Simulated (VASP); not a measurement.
A run of VASP 6.6.1 is set up as follows.

Contents of INCAR:

```
PREC = Accurate
ENCUT = 520
EDIFF = 1E-7
ISMEAR = -1
SIGMA = 0.05
LREAL = F
LASPH = T
NELM = 60
ALGO = Normal
ISIF = 2
LWAVE = F
LCHARG = F
METAGGA = R2SCAN
LMIXTAU = T
LEFG = T
```

KPOINTS

```
regular mesh
0
Gamma
  13 13 7
```

The input POSCAR:

```
Ti
1.0
    2.9500000000      0.0000000000      0.0000000000
   -1.4750000000      2.5547749412      0.0000000000
    0.0000000000      0.0000000000      4.6800000000
Ti
2
Direct
    0.3333333333      0.6666666667      0.2500000000
    0.6666666667      0.3333333333      0.7500000000
```

Potentials or basis: VASP PAW PBE potentials, release 64 (Ti_sv).

Launch:

```bash
$ cat potpaw_PBE.64/Ti_sv/POTCAR > POTCAR
$ mpirun -np 1 vasp_std > vasp.out
```

Problem. What does it give for the band gap on the k mesh?

Solution. None (metal or under the smearing width).

Problem. Estimate the pressure.

Solution. -1.8 GPa.

Electric field gradients, principal values (V/Å²):
| atom | Vxx | Vyy | Vzz |
| --- | --- | --- | --- |
| 1 Ti | -8.370 | -8.370 | 16.741 |
| 2 Ti | -8.370 | -8.370 | 16.741 |

Caveat: the PAW data sets were made with another functional, which shifts forces and pressure a little.
